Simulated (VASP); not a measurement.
SiC (zinc blende) relaxed at rising pressure, in one space group throughout; other phases were not tried. The pressures are those reached. Method: LDA (Ceperley-Alder, Perdew-Zunger), VASP's LDA PAW potentials (set 64) (plane waves; VASP).

```
P (GPa)  V (Å³/atom)    k-mesh
-------  -----------  --------
-0.18         10.159  10×10×10
4.99           9.941  11×11×11
9.98           9.749  11×11×11
19.86          9.417  11×11×11
29.83          9.127  11×11×11
```

A change of mesh leaves a small step in the series.

Question: Fit an equation of state and predict the volume at 44.99 GPa.

Answer: Least squares on the third-order Birch-Murnaghan form, P = (3B0/2)(y⁷ − y⁵)[1 + (3/4)(B′ − 4)(y² − 1)] with y = (V0/V)^(1/3), gives V0 = 10.151 Å³/atom, B0 = 229 GPa and B′ = 3.8, and so 8.754 Å³/atom. The run gave 8.753 Å³/atom, -0.0 % from the fit.

Pressures at which the relaxation failed are left out.

The compound is SiC in the zinc blende structure.
